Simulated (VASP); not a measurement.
Given:

```yaml
crystal:
  lattice:
    - [0.00000, 2.97829, 2.97829]
    - [2.97829, 0.00000, 2.97829]
    - [2.97829, 2.97829, 0.00000]
  atoms:
    - { symbol: Cu, position: [0.00000, 0.00000, 0.00000] }
    - { symbol: I, position: [0.25000, 0.25000, 0.25000] }
```

Calculation: PBE0 hybrid, VASP's PBE PAW potentials (set 64) (plane waves; VASP 6.6.1). Run with 520 eV cut-off, 6×6×6 Γ-centred mesh, Gaussian smearing of 0.050 eV, potentials Cu I.

### Question
Give the stress tensor in GPa (positive for a compressed cell).

### Answer

```
2.66  0.00  0.00
0.00  2.66  0.00
0.00  0.00  2.66
```
The pressure is its mean diagonal, 2.66 GPa.

The compound is CuI in the zinc blende structure. This cell is one point of a volume scan, at 0.94 of the reference volume. The cell's shape comes from a PBE relaxation.
